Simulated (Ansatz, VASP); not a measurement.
# Cross-check of CaB6 between VASP and Ansatz

Wanted: the spread between two codes on one cell, functional and k mesh.

Method: plane waves, with VASP 6.6.1 beside it; band structure at HSE06, in Ansatz 0.2.0.

The database entry behind the starting cell differs from later determinations by our own check (0.1 to 0.3 % short, old inner coordinate), so it need not match the best structure at ambient conditions.

## (1) The starting structure

The structure is cubic, space group Pm-3m (No. 221). The conventional cell has a = 4.145 Å, b = 4.145 Å, c = 4.145 Å, α = 90.00°, β = 90.00°, γ = 90.00°. Nearest to Ca lie 24 B at 3.05 Å. B has 6 B at 1.72 to 2.43 Å and 4 Ca at 3.05 Å nearest. Farther neighbours are not listed.

## (2) Ansatz: band structure, HSE06

Ansatz runs on its default PAW (the set named soft_2) files.

The same path points are solved in both programs, so levels can be compared one by one.

The input, input.yaml:

```yaml
crystal:
  lattice:
    - [4.145, 0.0, 0.0]
    - [0.0, 4.145, 0.0]
    - [0.0, 0.0, 4.145]
  atoms:
    - { symbol: Ca, position: [0.5, 0.5, 0.5] }
    - { symbol: B, position: [0.0, 0.0, 0.293] }
    - { symbol: B, position: [0.0, 0.0, 0.707] }
    - { symbol: B, position: [0.293, 0.0, 0.0] }
    - { symbol: B, position: [0.707, 0.0, 0.0] }
    - { symbol: B, position: [0.0, 0.293, 0.0] }
    - { symbol: B, position: [0.0, 0.707, 0.0] }
hamiltonian:
  xc: { exchange: pbe, correlation: pbe, exx: { coeff: 0.25, omega: 0.2 } }
  pseudopotentials: { kind: paw }
kpoints:
  mp_grid: { grid: [4, 4, 4] }
  band_path:
    path:
      - [0.0, 0.0, 0.0]
      - [0.0, 0.3, 0.0]
      - [0.0, 0.5, 0.0]
      - [0.3, 0.5, 0.0]
      - [0.5, 0.5, 0.0]
      - [0.2, 0.2, 0.0]
      - [0.1, 0.1, 0.1]
      - [0.4, 0.4, 0.4]
      - [0.4, 0.5, 0.4]
      - [0.1, 0.5, 0.1]
      - [0.5, 0.5, 0.1]
      - [0.5, 0.5, 0.5]
    npoints: 1
scf:
  occupations: { method: gaussian, width: 0.02 }
  n_extra_bands: 9
output:
  forces: true
  stress: true
  eigenvalues: true
  write_density: true
  write_potential: true
  elf: true
  volumetric_format: npy
```

On the command line:

```sh
$ ansatz run input.yaml --threads 4 --pin off --max-ram 9216MiB --backend cpu --events-out ev --progress --plain --runs-dir out
```

Numbers of over 12 decimals in the logs are rounded to 6 here.

Log:

```text
Warning: output.stress: scf.convergence.dr2_threshold = 1e-7 eV (the SCF's general default) is looser than the 7e-10 eV advised for a printed stress (1e-10 eV for each atom of the cell: 7). What an SCF threshold leaves in a stress goes as its square root, and in the free energy as the threshold itself, and one threshold admits the most on a small cell: [figures from the program's tests cut] Set scf.convergence.dr2_threshold to 7e-10 eV or tighter. The threshold is an SCF's pass mark: one that does not reach it within its budget of iterations ends unconverged, or closes short of it on a stop that the run arms, and scf.convergence.dr2_threshold's page says what that costs each kind of run
Warning: output.stress: scf.exx.energy_threshold = 1e-6 eV is looser than the 7e-8 eV advised for a stress under a hybrid functional (1e-8 eV for each atom of the cell: 7). Every SCF of the exchange loop can meet its threshold on dr2 while the loop round them stops early: no threshold on dr2 bounds what that leaves in the stress. Set scf.exx.energy_threshold to 7e-8 eV or tighter. The threshold is the loop's pass mark: a loop that does not reach it within its budget of cycles ends unconverged, and scf.exx.energy_threshold's page has the law
scf.n_extra_bands = 9 over 14 filled bands (N_el = 28.0): the run solves 23 bands
Engine: ansatz 0.2.0, x86_64-unknown-linux-gnu
Pseudopotentials: kind: paw
Pseudopotential: Ca, paw, valence charge 10, recommended cutoff 420 eV (normal), Ca.paw.azcp
Pseudopotential: B, paw, valence charge 3, recommended cutoff 420 eV (normal), B.paw.azcp
Functional definition: unnamed
  parameter a_1 = 0.25
  parameter omega_1 = 0.2/angstrom
  exchange = pbe_x + (-a_1)*pbe_x_sr(omega_1) + a_1*exact_x_sr(omega_1)
  correlation = pbe_c
Crystal: 7 atoms, lattice volume = 71.215 Å³
Basis set: ecut = 420 eV, 1357 PW (Γ), exchange–correlation on 60×60×60 points (8 copies of the dense FFT grid, shifted against one another)
Bands: 23, of which v1, the nominal top of the filled ones, is band 14 counted from 1 (13 counted from 0)
Symmetry: 48 space group operations
Space group: Pm-3m (ITA 221), of the structure as read, at distance tolerance 4.1e-5 Å
k-points: 10 of 64
Non-local potential: Ca, projectors of the file, l = 0: 3, l = 1: 2, l = 2: 2
Non-local potential: B, projectors of the file, l = 0: 2, l = 1: 2, l = 2: 1
PAW form: soft (Blöchl's): semilocal exchange-correlation on the pseudo side does not see the compensation charge
PAW frozen core: Ca, regenerated for the run's functional, and the local potential with it (the file was generated under x = pbe(κ = 0.804, μ = 0.219515), c = pbe(β = 0.066725))
PAW frozen core: B, regenerated for the run's functional, and the local potential with it (the file was generated under x = pbe(κ = 0.804, μ = 0.219515), c = pbe(β = 0.066725))
PAW one-centre angular grid: Ca, 110 points (default); XC on 64 Gauss nodes
PAW one-centre angular grid: B, 110 points (default); XC on 64 Gauss nodes
Initial density: superposition of atomic densities (neutral atoms: chi_scale 0, normalization atom), corrected by the library's trained network
Initial wavefunctions: pseudopotential atomic-orbital guess
Functional: x = pbe(κ = 0.804, μ = 0.219515), c = pbe(β = 0.066725), warm-up for x = pbe(κ = 0.804, μ = 0.219515) + 0.25 (exact − pbe) at short range (hse, ω = 0.2 Å⁻¹), c = pbe(β = 0.066725)
SCF iter   1: F=—  HF=-2755.063415 eV  |F-HF|=—  |Δ(HF+E_count)|=         —  Δρ=1.49e-3  dr2=7.02e-4  ethr=1.77e-3  ⟨swp⟩=9.6  Hψ=1380  notcnv=0
preconditioner: auto → none  [insulator: Δε(μ)=0.198 eV  Ē_g=14.113 eV  σ=0.020 eV  W_gap=1.00  n_scr=18 (ndim 8)  ℏωp=22.4 eV  f_vac=0.000  D(μ)=0.00/eV (n_scr^D=0)]
SCF iter   2: F=—  HF=-2755.064634 eV  |F-HF|=—  |Δ(HF+E_count)|=   1.22e-3  Δρ=7.34e-4  dr2=1.18e-4  ethr=2.51e-6  ⟨swp⟩=4.3  Hψ=680  notcnv=0
SCF iter   3: F=—  HF=-2755.065005 eV  |F-HF|=—  |Δ(HF+E_count)|=   3.71e-4  Δρ=2.28e-4  dr2=1.72e-5  ethr=4.20e-7  ⟨swp⟩=3.0  Hψ=441  notcnv=0
iter 4 solved again at ethr=3.34e-9 eV; its pass at ethr=6.13e-8 eV (dr2=9.36e-7 eV) is discarded
SCF iter   4: F=-2755.065036 eV  HF=-2755.065036 eV  |F-HF|=5.22e-7  |Δ(HF+E_count)|=   3.08e-5  Δρ=4.37e-5  dr2=9.53e-7  ethr=3.34e-9  ⟨swp⟩=2.3  Hψ=816  notcnv=0
SCF 1 stopped early in 4 iterations: F = -2755.065036 eV  dr2 = 9.53e-7
  greatest PAW one-centre occupation: 0.995 electrons in one spin orbital (limit 2), on the Ca atom at site 0 (counted from 0), in its partial waves of l = 0
Initial density: handed on by an earlier stage of this run
Initial wavefunctions: those handed on with the density
Functional: x = pbe(κ = 0.804, μ = 0.219515) + 0.25 (exact − pbe) at short range (hse, ω = 0.2 Å⁻¹), c = pbe(β = 0.066725)
Exchange kernel: α = 0.2500, screened, ω = 0.2000 Å⁻¹, Wigner–Seitz truncation, v(0) = 1117.5589 eV·Å³, q-mesh 4×4×4, nearest image of the exchange supercell L = 16.58 Å, pair-density grid 20×20×20, without the augmentation charges, whose exchange is taken in its separable form by FFT convolution over the k-point mesh (sized by the pseudopotential files, 30×30×30 at the most), smooth part of the exact exchange by density-matrix convolution
Frozen-core exchange: fock
SCF iter   1: F=—  HF=-2756.691429 eV  |F-HF|=—  |Δ(HF+E_count)|=         —  Δρ=4.18e-3  dr2=1.37e-2  ethr=3.40e-8  ⟨swp⟩=9.9  Hψ=1514  notcnv=0
preconditioner: auto → none  [insulator: Δε(μ)=0.816 eV  Ē_g=12.199 eV  σ=0.020 eV  W_gap=1.00  n_scr=18 (ndim 8)  ℏωp=19.7 eV  f_vac=0.000  D(μ)=0.00/eV (n_scr^D=0)]
SCF iter   2: F=—  HF=-2756.685347 eV  |F-HF|=—  |Δ(HF+E_count)|=   6.08e-3  Δρ=1.90e-3  dr2=1.93e-3  ethr=3.40e-8  ⟨swp⟩=5.0  Hψ=922  notcnv=0
SCF iter   3: F=—  HF=-2756.690375 eV  |F-HF|=—  |Δ(HF+E_count)|=   5.03e-3  Δρ=8.52e-4  dr2=3.89e-4  ethr=3.40e-8  ⟨swp⟩=4.6  Hψ=832  notcnv=0
SCF iter   4: F=—  HF=-2756.690212 eV  |F-HF|=—  |Δ(HF+E_count)|=   1.63e-4  Δρ=2.01e-4  dr2=2.02e-5  ethr=3.40e-8  ⟨swp⟩=4.0  Hψ=546  notcnv=0
SCF iter   5: F=—  HF=-2756.690259 eV  |F-HF|=—  |Δ(HF+E_count)|=   4.71e-5  Δρ=6.65e-5  dr2=4.37e-6  ethr=3.40e-8  ⟨swp⟩=3.4  Hψ=524  notcnv=0
SCF iter   6: F=-2756.690257 eV  HF=-2756.690257 eV  |F-HF|=2.17e-7  |Δ(HF+E_count)|=   1.38e-6  Δρ=1.53e-5  dr2=6.59e-7  ethr=1.45e-8  ⟨swp⟩=3.0  Hψ=503  notcnv=0
SCF 2 stopped early in 6 iterations: F = -2756.690257 eV  dr2 = 6.59e-7
  Residual-converged pass: ⟨swp⟩=3.1  Hψ=502  notcnv=0  max |occ|·‖R‖ = 6.3e-6 eV (tolerance 6.7e-6 eV)  dr2=6.68e-7  dr2_onsite=3.69e-9  max |Δocc| = 1.8e-178
  greatest PAW one-centre occupation: 0.996 electrons in one spin orbital (limit 2), on the Ca atom at site 0 (counted from 0), in its partial waves of l = 0
hybrid outer 1: dexx = +6.144e-3 eV, tail = 6.77e-6 eV
Exchange kernel: α = 0.2500, screened, ω = 0.2000 Å⁻¹, Wigner–Seitz truncation, v(0) = 1117.5589 eV·Å³, q-mesh 4×4×4, nearest image of the exchange supercell L = 16.58 Å, pair-density grid 20×20×20, without the augmentation charges, whose exchange is taken in its separable form by FFT convolution over the k-point mesh (sized by the pseudopotential files, 30×30×30 at the most), smooth part of the exact exchange by density-matrix convolution
Frozen-core exchange: fock
SCF iter   1: F=—  HF=-2756.690174 eV  |F-HF|=—  |Δ(HF+E_count)|=         —  Δρ=2.53e-5  dr2=2.62e-7  ethr=1.21e-7  ⟨swp⟩=4.7  Hψ=617  notcnv=0
preconditioner: auto → none  [insulator: Δε(μ)=0.790 eV  Ē_g=12.108 eV  σ=0.020 eV  W_gap=1.00  n_scr=18 (ndim 8)  ℏωp=19.7 eV  f_vac=0.000  D(μ)=0.00/eV (n_scr^D=0)]
SCF iter   2: F=—  HF=-2756.690174 eV  |F-HF|=—  |Δ(HF+E_count)|=   5.15e-8  Δρ=1.14e-5  dr2=2.48e-8  ethr=8.44e-10  ⟨swp⟩=3.2  Hψ=468  notcnv=0
SCF iter   3: F=-2756.690174 eV  HF=-2756.690174 eV  |F-HF|=1.81e-9  |Δ(HF+E_count)|=   6.84e-8  Δρ=1.67e-6  dr2=2.13e-9  ethr=6.89e-11  ⟨swp⟩=3.8  Hψ=566  notcnv=0  defer=2
SCF 3 converged in 3 iterations: F = -2756.690174 eV  dr2 = 2.13e-9
  Residual-converged pass: ⟨swp⟩=3.1  Hψ=482  notcnv=0  max |occ|·‖R‖ = 6.5e-7 eV (tolerance 6.5e-7 eV)  dr2=2.18e-9  dr2_onsite=1.97e-10  max |Δocc| = 7.9e-181
hybrid outer 2: dexx = +9.869e-8 eV, tail = 6.50e-9 eV, Δε = 1.86e-3 eV (about 6.26e-5 eV left of the loop's levels), ΔF = 6.39e-4 eV/Å (tail 1.83e-4)
NSCF: frozen V_eff on 12 k-points
hybrid SCF converged: 2 outer / 9 inner (+4 warm-up), last move |dexx| = 9.87e-8 eV, tail = 6.50e-9 eV
Stability not checked: this state was not tested for a lower state beside it, because the functional holds exact exchange (a hybrid, or Hartree-Fock), whose exchange loop this test does not read (fock_operator; see scf.lower_state_search)
Free energy (F): -2756.690174 eV
Frozen-core exchange: fock
Harris-Foulkes:  -2756.690174 eV  (|F-HF|=1.81e-9)
Internal energy: -2756.690174 eV  (E = F + TS)
E sigma→0 (E₀):  -2756.690174 eV
Fermi energy:    8.245954 eV
--- Per-component energies (eV) ---
  E_band       = -134.565052
  E_kinetic    = 579.871550
  E_local      = -872.657995  (includes V_loc(G=0)·N_el)
  E_nonlocal   = 130.170253
  E_hartree    = 276.656090
  E_xc         = -270.043612
  E_vxc        = -324.335336  (∫ρ·V_xc dr)
  E_exx        = -61.425896  (= α·E_x^exact, valence–valence)
  E_paw        = -1333.744585  (= ΣΔE_a)
  E_vpaw       = -78.074244  (= ΣTr[D̂ρ^β])
  E_aug_tail   = -0.000022  (compensation charges beyond the density's cutoff)
  E_ewald      = -1205.288291
  E_core_change = -0.227667  (= ΣΔE_core)
  E_smearing   = -0.000000  (= −TS)
  E_closure    = 0.000001  (closes the sum)
  Σ components = -2756.690174   (vs F -2756.690174, Δ=0.00e0)
--- Forces (eV/Å), atoms counted from 1 ---
  atom   1  Ca     0.00000000    -0.00000000    -0.00000000
  atom   2  B      0.00000000     0.00000000     1.14828228
  atom   3  B      0.00000000     0.00000000    -1.14828228
  atom   4  B      1.14828228    -0.00000000     0.00000000
  atom   5  B     -1.14828228     0.00000000     0.00000000
  atom   6  B      0.00000000     1.14828228     0.00000000
  atom   7  B     -0.00000000    -1.14828228     0.00000000
  max |Σ_I F_I| component: 4.44e-16 eV/Å
--- Stress (GPa, compression-positive) ---
        0.533456      -0.000000       0.000000
       -0.000000       0.533456       0.000000
        0.000000       0.000000       0.533456
  P = ⅓ Tr σ = 0.5335 GPa (5.335 kbar)
--- Band table (eV; the first three rows and the last of 10) ---
  k-point 0: bands = [... 10 lower, 2.1957, 7.4792, 7.4792, 7.4792, 11.8717, 11.8717, 11.8717, 12.5185, ... 5 higher]
  k-point 1: bands = [... 10 lower, 4.2823, 6.2467, 6.2467, 7.6536, 9.6896, 12.5667, 12.5667, 12.8707, ... 5 higher]
  k-point 2: bands = [... 10 lower, 5.3226, 5.3226, 6.0098, 7.8510, 8.6410, 12.2352, 12.2352, 12.6535, ... 5 higher]
  k-point 9: bands = [... 10 lower, 3.1838, 6.6798, 6.6798, 6.6798, 12.9924, 13.9883, 14.1522, 14.1522, ... 5 higher]
```

It took 17 s on 4 threads of AMD EPYC 9R45, shared host; peak memory 1 GiB.

The column dr2 measures how far the density is from self-consistency, as an energy; F and HF (Harris–Foulkes) agree once it is small.

[end of part 1 of 2]

[Lines on the potential files, build, host, timing and source positions are cut from VASP's logs without a mark.]

[Logs are printed without paths, hosts, clocks, repeated set-up lines and the standing remarks that a program may print on its own settings, such as how far it seeks lower states.]

[Hosts, paths, dates, database ids (printed as entryN), source tags and the programs' standing remarks are cut or masked in the printed files.]
